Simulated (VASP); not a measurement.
Output of a VASP run:

File OUTCAR:
```
 ion  position               nearest neighbor table
   1  0.500  0.000  0.329-
   2  0.000  0.500  0.397-
   3  0.500  0.000  0.466-
   4  0.000  0.500  0.534-
   5  0.500  0.000  0.603-
   6  0.000  0.500  0.671-
  LATTYP: Found a simple tetragonal cell.
 ALAT       =     3.4670138053
 C/A-ratio  =     7.2979942693
 Subroutine PRICEL returns:
 Original cell was already a primitive cell.
 Subroutine GETGRP returns: Found 16 space group operations
The static configuration has the point symmetry D_2d.
 The point group associated with its full space group is D_4h.
The dynamic configuration has the point symmetry D_2d.
 Subroutine INISYM returns: Found 16 space group operations
 Subroutine IBZKPT returns following result:
 Found     15 irreducible k-points:

 Following reciprocal coordinates:
            Coordinates               Weight
  0.000000  0.000000  0.000000      1.000000
  0.125000  0.000000  0.000000      4.000000
  0.250000  0.000000  0.000000      4.000000
  0.375000  0.000000  0.000000      4.000000
  0.500000  0.000000  0.000000      2.000000
  0.125000  0.125000  0.000000      4.000000
  0.250000  0.125000  0.000000      8.000000
  0.375000  0.125000  0.000000      8.000000
  0.500000  0.125000  0.000000      4.000000
  0.250000  0.250000  0.000000      4.000000
  0.375000  0.250000  0.000000      8.000000
  0.500000  0.250000  0.000000      4.000000
  0.375000  0.375000  0.000000      4.000000
  0.500000  0.375000  0.000000      4.000000
  0.500000  0.500000  0.000000      1.000000
   k-points           NKPTS =     15   k-points in BZ     NKDIM =     15   number of bands    NBANDS=     13
   number of dos      NEDOS =    301   number of ions     NIONS =      6
   total plane-waves  NPLWV =  45360
   dimension x,y,z NGX =    18 NGY =   18 NGZ =  140
   dimension x,y,z NGXF=    36 NGYF=   36 NGZF=  280
   ions per type =               6
   PREC   = normal    normal or accurate (medium, high low for compatibility)
   ISTART =      0    job   : 0-new  1-cont  2-samecut
   ICHARG =      2    charge: 1-file 2-atom 10-const
   ISPIN  =      1    spin polarized calculation?
   LNONCOLLINEAR =      F non collinear calculations
   LSORBIT =      F    spin-orbit coupling
   INIWAV =      1    electr: 0-lowe 1-rand  2-diag
   ENCUT  =  450.0 eV  33.07 Ry    5.75 a.u.   6.00  6.00 43.76*2*pi/ulx,y,z
   NELM   =    100;   NELMIN=  4; NELMDL= -5     # of ELM steps
   EDIFF  = 0.1E-04   stopping-criterion for ELM
   LREAL  =      F    real-space projection
   NLSPLINE    = F    spline interpolate recip. space projectors
   LMAXMIX     =    2 max onsite mixed and CHGCAR
   VOSKOWN=      0    Vosko Wilk Nusair interpolation
   EDIFFG = -.3E-01   stopping-criterion for IOM
   NSW    =     50    number of steps for IOM
   NBLOCK =      1;   KBLOCK =     50    inner block; outer block
   IBRION =      2    ionic relax: 0-MD 1-quasi-New 2-CG
   NFREE  =      1    steps in history (QN), initial steepest desc. (CG)
   ISIF   =      2    stress and relaxation
   ISYM   =      2    0-nonsym 1-usesym 2-fastsym
   TEIN   =    0.0    initial temperature
   TEBEG  =    0.0;   TEEND  =   0.0 temperature during run
   SMASS  =  -3.00    Nose mass-parameter (am)
   PSTRESS=    0.0 pullay stress
   NELECT =      18.0000    total number of electrons
   EFERMI =   0.00;   METHOD = LEGACY
   ISMEAR =     1;   SIGMA  =   0.10  broadening in eV -4-tet -1-fermi 0-gaus
   IALGO  =     38    algorithm
   LDIAG  =      T    sub-space diagonalisation (order eigenvalues)
   IMIX   =      4    mixing-type and parameters
     AMIX     =   0.40;   BMIX     =  1.00
     AMIX_MAG =   1.60;   BMIX_MAG =  1.00
     AMIN     =   0.10
   METAGGA = R2SCAN    functional components
   VOSKOWN =     0    Vosko Wilk Nusair interpolation
   LHFCALC =     F    Hartree Fock is set to
...
```

OSZICAR:
```
...
DAV:   3    -0.135923678836E+02    0.30849E-02   -0.50973E-03   390   0.770E-01    0.218E-02
DAV:   4    -0.135925192864E+02   -0.15140E-03   -0.48076E-04   621   0.207E-01    0.223E-02
DAV:   5    -0.135917644911E+02    0.75480E-03   -0.73644E-05   425   0.948E-02    0.181E-02
DAV:   6    -0.135917533972E+02    0.11094E-04   -0.61481E-04   390   0.327E-01    0.412E-03
DAV:   7    -0.135911973852E+02    0.55601E-03   -0.55000E-04   390   0.281E-01    0.190E-03
DAV:   8    -0.135910868411E+02    0.11054E-03   -0.19997E-04   390   0.126E-01    0.197E-03
DAV:   9    -0.135911342354E+02   -0.47394E-04   -0.74468E-06   410   0.217E-02    0.206E-03
DAV:  10    -0.135912301416E+02   -0.95906E-04   -0.68318E-06   280   0.411E-02    0.209E-03
DAV:  11    -0.135912083787E+02    0.21763E-04   -0.48108E-06   275   0.313E-02    0.219E-03
DAV:  12    -0.135912051776E+02    0.32010E-05   -0.18042E-06   270   0.166E-02
   8 F= -.13591205E+02 E0= -.13590932E+02  d E =-.203111E-02
       N       E                     dE             d eps       ncg     rms          rms(c)
DAV:   1    -0.135913155540E+02   -0.10718E-03   -0.58486E-02   390   0.307E+00    0.971E-03
DAV:   2    -0.135918358980E+02   -0.52034E-03   -0.94600E-04   390   0.328E-01    0.644E-03
DAV:   3    -0.135915736667E+02    0.26223E-03   -0.34932E-04   390   0.210E-01    0.317E-03
DAV:   4    -0.135916020193E+02   -0.28353E-04   -0.12820E-04   420   0.112E-01    0.204E-03
DAV:   5    -0.135915513936E+02    0.50626E-04   -0.84631E-05   390   0.917E-02    0.185E-03
DAV:   6    -0.135915098222E+02    0.41571E-04   -0.49026E-05   382   0.790E-02    0.937E-04
DAV:   7    -0.135915801551E+02   -0.70333E-04   -0.40654E-05   374   0.876E-02    0.683E-04
DAV:   8    -0.135915998819E+02   -0.19727E-04   -0.19837E-05   342   0.560E-02    0.542E-04
DAV:   9    -0.135916253426E+02   -0.25461E-04   -0.17701E-05   334   0.482E-02    0.347E-04
DAV:  10    -0.135916898381E+02   -0.64495E-04   -0.24667E-05   355   0.597E-02    0.458E-04
DAV:  11    -0.135917120806E+02   -0.22243E-04   -0.73741E-06   325   0.342E-02    0.433E-04
DAV:  12    -0.135917283524E+02   -0.16272E-04   -0.52947E-06   270   0.277E-02    0.362E-04
DAV:  13    -0.135917383852E+02   -0.10033E-04   -0.41972E-06   265   0.278E-02    0.281E-04
DAV:  14    -0.135917400087E+02   -0.16235E-05   -0.20405E-06   290   0.218E-02
   9 F= -.13591740E+02 E0= -.13591452E+02  d E =-.256594E-02
       N       E                     dE             d eps       ncg     rms          rms(c)
DAV:   1    -0.135917476837E+02   -0.92985E-05   -0.12236E-02   390   0.140E+00    0.469E-03
DAV:   2    -0.135917801803E+02   -0.32497E-04   -0.14741E-04   390   0.141E-01    0.244E-03
DAV:   3    -0.135917132468E+02    0.66934E-04   -0.60338E-05   390   0.969E-02    0.138E-03
DAV:   4    -0.135917230311E+02   -0.97844E-05   -0.71985E-06   275   0.357E-02
  10 F= -.13591723E+02 E0= -.13591422E+02  d E =-.254896E-02
       N       E                     dE             d eps       ncg     rms          rms(c)
DAV:   1    -0.135918470412E+02   -0.13379E-03   -0.53024E-02   390   0.307E+00    0.117E-02
DAV:   2    -0.135917355547E+02    0.11149E-03   -0.44365E-04   390   0.269E-01    0.490E-03
DAV:   3    -0.135918371891E+02   -0.10163E-03   -0.51973E-04   390   0.247E-01    0.375E-03
DAV:   4    -0.135917042999E+02    0.13289E-03   -0.64778E-05   455   0.872E-02    0.228E-03
DAV:   5    -0.135917025075E+02    0.17924E-05   -0.93725E-06   270   0.287E-02
  11 F= -.13591703E+02 E0= -.13591373E+02  d E =0.205236E-04
```

### OUTCAR
```
------------------------ aborting loop because EDIFF is reached ----------------------------------------
  FORCE on cell =-STRESS in cart. coord.  units (eV):
  Direction    XX          YY          ZZ          XY          YZ          ZX
  --------------------------------------------------------------------------------------
  Total       -1.8856685     -1.8856685     -0.0652828      0.0000000      0.0000000     -0.0000000
  in kB       -9.9335780     -9.9335780     -0.3439057      0.0000000      0.0000000     -0.0000000
  external PRESSURE =      -6.7370206 kB  Pullay stress =       0.0000000 kB
  volume of cell :      304.14
      direct lattice vectors                 reciprocal lattice vectors
     3.467013805  0.000000000  0.000000000     0.288432656  0.000000000  0.000000000
     0.000000000  3.467013805  0.000000000     0.000000000  0.288432656  0.000000000
     0.000000000  0.000000000 25.302246883     0.000000000  0.000000000  0.039522182
 POSITION                                       TOTAL-FORCE (eV/Angst)
 -----------------------------------------------------------------------------------
      1.73351      3.46701      8.25374        -0.000000      0.000000      0.007872
      3.46701      1.73351     10.06289         0.000000     -0.000000      0.000920
      1.73351      3.46701     11.78003        -0.000000      0.000000      0.007498
      0.00000      1.73351     13.52222         0.000000      0.000000     -0.007498
      1.73351      3.46701     15.23936        -0.000000      0.000000     -0.000920
      0.00000      1.73351     17.04851         0.000000     -0.000000     -0.007872
 -----------------------------------------------------------------------------------
    total drift:                                0.000000      0.000000      0.000000
  FREE ENERGIE OF THE ION-ELECTRON SYSTEM (eV)
  ---------------------------------------------------
  free  energy   TOTEN  =       -13.5917025075 eV

  energy  without entropy=      -13.5907135585  energy(sigma->0) =      -13.59137286

 reached required accuracy - stopping structural energy minimisation
```
(Selected blocks of OUTCAR.)

POSCAR:
```
Li(100) slab
1
    3.4670138053    -0.0000000000     0.0000000000
   -0.0000000000     3.4670138053     0.0000000000
   -0.0000000000     0.0000000000    25.3022468828
Li
6
Direct
  0.5000000000   0.0000000000   0.3287200000
  0.0000000000   0.5000000000   0.3972320000
  0.5000000000   0.0000000000   0.4657440000
  0.0000000000   0.5000000000   0.5342560000
  0.5000000000   0.0000000000   0.6027680000
  0.0000000000   0.5000000000   0.6712800000
```

Task: Write an INCAR and KPOINTS that could have produced this output.

Result: One answer among several that fit: the input of the run itself, r2SCAN meta-GGA, plane waves, VASP's PBE PAW potentials (set 64).

### KPOINTS
```
Automatic mesh
0
Gamma
8 8 1
0 0 0
```

**INCAR**
```
NELM = 100   ! most electronic steps
SIGMA = 0.1   ! width (eV)
METAGGA = R2SCAN
IDIPOL = 3
LWAVE = .TRUE.
IBRION = 2   ! conjugate gradients
LMIXTAU = .TRUE.
ISMEAR = 1   ! Methfessel-Paxton
ISIF = 2   ! forces and stress, cell fixed
LDIPOL = .TRUE.
DIPOL = 0.5 0.5 0.5
LREAL = .FALSE.
EDIFF = 1E-5
LASPH = .TRUE.   ! aspherical one-centre terms
NSW = 50   ! most ionic steps
ALGO = Normal   ! blocked Davidson
NELMIN = 4
PREC = Normal
EDIFFG = -0.03   ! ionic stop
ENCUT = 450   ! plane-wave cut-off (eV)
SYSTEM = Li(100) slab
LCHARG = .FALSE.
```

POTCAR, in this order: Li_sv (PBE.64 set). Program: vasp_std.

At this cut-off the stress carries a Pulay error, which pulls relaxed volumes low.

The cell is a thin slab with vacuum, built from Li (bcc): (100) face.
